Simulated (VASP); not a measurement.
Here is a VASP 6.6.1 calculation.

Contents of INCAR:

```
PREC = Normal
ENCUT = 520
EDIFF = 1E-4
ISMEAR = 0
SIGMA = 0.15
LREAL = F
LASPH = T
NELM = 60
ALGO = Fast
ISIF = 3
LWAVE = F
LCHARG = F
GGA = PE
IBRION = 2
NSW = 24
EDIFFG = -0.08
```

File KPOINTS:

```
regular mesh
0
Gamma
  3 3 3
```

File POSCAR:

```
Mg2ZnTeS2
1.0
    5.0381922000      0.0000000000      0.0000000000
    0.0000000000      5.0381922000      0.0000000000
    0.0000000000      0.0000000000      6.1399984400
Mg Zn Te S
2 1 1 2
Direct
    0.0000000000      0.0000000000      0.5000000000
    0.0000000000      0.0000000000      0.0000000000
    0.5000000000      0.5000000000      0.5000000000
    0.5000000000      0.5000000000      0.0000000000
    0.0000000000      0.5000000000      0.9448168300
    0.5000000000      0.0000000000      0.0551831700
```

Potentials or basis: VASP PAW PBE potentials, release 64 (Mg, Zn, Te, S).

The run is started by

```sh
$ cat potpaw_PBE.64/Mg/POTCAR potpaw_PBE.64/Zn/POTCAR potpaw_PBE.64/Te/POTCAR potpaw_PBE.64/S/POTCAR > POTCAR
$ mpirun -np 1 vasp_std > vasp.out
```

Q: Estimate the space group after relaxing (to 0.05 Å).

A: P-4m2 (No. 115).

Q: What does it give for the relaxed cell?

A: a = 5.058 Å, b = 5.058 Å, c = 7.186 Å, α = 90.00°, β = 90.00°, γ = 90.00°.

Q: Estimate the relaxed volume.

A: 30.64 Å³/atom.

Stress tensor (GPa, compression positive):
```
 0.32  0.00  0.00
 0.00  0.32  0.00
 0.00  0.00 -0.23
```

Caveat: the volume moved by over 15 % at a fixed basis, so the end points are rough.
